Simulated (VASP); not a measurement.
```
CELL_PARAMETERS angstrom
      4.19713     0.00000     0.00000
     -2.09856     3.63482     0.00000
      0.00000     0.00000     6.82037
ATOMIC_POSITIONS crystal
  Cd 0.66667 0.33333 0.50027
  Cd 0.33333 0.66667 0.00027
  S  0.66667 0.33333 0.87673
  S  0.33333 0.66667 0.37673
```

Computed with modified Becke-Johnson potential (mBJ) with spin-orbit coupling, VASP's PBE PAW potentials (set 64) (plane waves; VASP). Run with 400 eV cut-off, 4×4×4 Γ-centred mesh, Gaussian smearing of 0.050 eV, potentials Cd S.

mBJ is a potential without an energy functional, so only the levels count.

**Question.** Estimate the band gap (over mesh and band path) with the smallest direct gap where there is one.

**Answer.** 
* **band gap (over mesh and band path)**: 2.63 eV
* **smallest direct gap (over mesh and band path)**: 2.63 eV

The structure comes from a computed database's CdS entry (P6_3mc); how it stands against other phases isn't given here. It was relaxed first. The k-mesh is coarse (spacing up to 0.43 per Å, 2π included), so the numbers may not be converged in it. The cell's shape comes from a PBE relaxation.
